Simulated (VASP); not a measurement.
A run of VASP 6.6.1:

INCAR

```
SYSTEM = Ni3Bi
PREC = Accurate
ENCUT = 520
EDIFF = 1E-6
ISMEAR = 0
SIGMA = 0.1
LREAL = .FALSE.
LASPH = .TRUE.
NELM = 150
ALGO = Normal
ISIF = 2
LWAVE = .FALSE.
LCHARG = .TRUE.
ISPIN = 2
MAGMOM = 0.08 0.08 0.08 0.01
LORBIT = 11
LMAXMIX = 4
GGA = PE
LELF = .TRUE.
LVHAR = .TRUE.
NBANDS = 34
```

The input KPOINTS:

```
Automatic mesh
0
G
  4 4 4
  0 0 0
```

POSCAR

```
Ni3Bi
1.0
    3.8220070000      0.0000000000      0.0000000000
    0.0000000000      3.8220070000      0.0000000000
    0.0000000000      0.0000000000      3.8220070000
Ni Bi
3 1
Direct
    0.0000000000      0.5000000000      0.5000000000
    0.5000000000      0.0000000000      0.5000000000
    0.5000000000      0.5000000000      0.0000000000
    0.0000000000      0.0000000000      0.0000000000
```

Potentials or basis: VASP PAW PBE potentials, release 64 (Ni, Bi_d).

Launch:

```console
$ cat potpaw_PBE.64/Ni/POTCAR potpaw_PBE.64/Bi_d/POTCAR > POTCAR
$ mpirun -np 1 vasp_std > vasp.out
```

Hardware: 1 thread of Intel(R) Xeon(R) Platinum 8259CL CPU @ 2.50GHz (Skylake/Cascade Lake), on a shared host.

Question: How long does it take, and how much memory?

Answer: It took 33 s on 1 thread of Intel(R) Xeon(R) Platinum 8259CL CPU @ 2.50GHz (Skylake/Cascade Lake) (shared host), peak memory 0.18 GiB. Counts: scf iterations 14, k points 10.
